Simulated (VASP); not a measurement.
Consider the following.

```
CELL_PARAMETERS angstrom
      3.68501     0.00000     0.00000
      0.00000     3.68501     0.00000
      0.00000     0.00000     3.68501
ATOMIC_POSITIONS crystal
  Cu 0.00000 0.50000 0.50000
  Cu 0.50000 0.00000 0.50000
  Cu 0.50000 0.50000 0.00000
  As 0.00000 0.00000 0.00000
```

The numbers are results of PBEsol GGA, VASP's PBE PAW potentials (set 64) (plane waves; VASP), not measurements. Settings: 400 eV cut-off, 9×9×9 Γ-centred mesh, tetrahedra with Blöchl corrections, potentials Cu As.

Q: Estimate the energy per atom (σ→0), band gap (on the k-mesh) with the smallest direct gap where there is one.

A: 
* **band gap (on the k-mesh)**: none (metal, semimetal or under 0.01 eV)
* **energy per atom (σ→0)**: -4.499 eV/atom

The absolute energy has meaning only against runs of the same code, potentials and settings.

The structure comes from a computed database's Cu3As entry (Pm-3m); how it stands against other phases isn't given here. It was relaxed first.
